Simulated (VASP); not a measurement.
Input:

```
CuZn
1.0
    2.95000     0.00000     0.00000
    0.00000     2.95000     0.00000
    0.00000     0.00000     2.95000
Zn Cu
1 1
Direct
  0.50000   0.50000   0.50000
  0.00000   0.00000   0.00000
```

These are revTPSS meta-GGA, VASP's PBE PAW potentials (set 64) (plane waves; VASP) values and carry that method's errors. Settings: 520 eV cut-off, 11×11×11 Γ-centred mesh, first-order Methfessel-Paxton smearing of 0.10 eV, potentials Zn Cu.

Energy and stress use the plane-wave basis of the starting cell.

Task: The ions, cell shape and volume are relaxed. Give the cell that the relaxation ends in.

Result: 
```
CuZn
1.0
    2.89642     0.00000     0.00000
    0.00000     2.89642     0.00000
    0.00000     0.00000     2.89642
Zn Cu
1 1
Cartesian
  1.44821   1.44821   1.44821
  0.00000   0.00000   0.00000
```
Space group Pm-3m (221), at a tolerance of 0.03 Å.

Task: How do energy and volume change from the first to the last step?

Result: The energy (σ→0) changes by -17.1 meV/atom and the volume by -5.4 %, in 3 ionic steps.

```json
[
 {"step": "1", "E(σ→0) (eV)": "4.2717", "max force (eV/Å)": "0.000", "pressure (GPa)": "-7.58", "volume (Å³)": "25.67"},
 {"step": "2", "E(σ→0) (eV)": "4.2517", "max force (eV/Å)": "0.000", "pressure (GPa)": "5.72", "volume (Å³)": "23.48"},
 {"step": "3", "E(σ→0) (eV)": "4.2375", "max force (eV/Å)": "0.000", "pressure (GPa)": "-0.02", "volume (Å³)": "24.30"}
]
```

The compound is CuZn in the CsCl type structure. This run relaxes it. Symmetry was kept, so distortions that lower it aren't found. The electron count is odd and the run is not spin-polarised, which forces a metal.
